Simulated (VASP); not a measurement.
```yaml
crystal:
  lattice:
    - [0.00000, 2.79657, 2.79657]
    - [2.79657, 0.00000, 2.79657]
    - [2.79657, 2.79657, 0.00000]
  atoms:
    - { symbol: Rb, position: [0.00000, 0.00000, 0.00000] }
    - { symbol: Cl, position: [0.50000, 0.50000, 0.50000] }
```

Method: PBE GGA, VASP's PBE PAW potentials (set 64) (plane waves; VASP 6.6.1). Numerical set-up: 500 eV cut-off, 8×8×8 Γ-centred mesh, Gaussian smearing of 0.050 eV, potentials Rb_sv Cl.

What does the run give for the energy per atom (σ→0), pressure, band gap (on the k-mesh) with the smallest direct gap where there is one?

The band gap (on the k-mesh) comes out as 4.88 eV and the smallest direct gap (on the k-mesh) comes out as 4.88 eV. The energy per atom (σ→0) is -238.8 kJ/mol of atoms. The pressure is 29.90 GPa.

Total energies compare only between runs with the same potentials, cut-off and functional.

The compound is RbCl in the rock salt structure. It was relaxed first under an external pressure of 30 GPa.
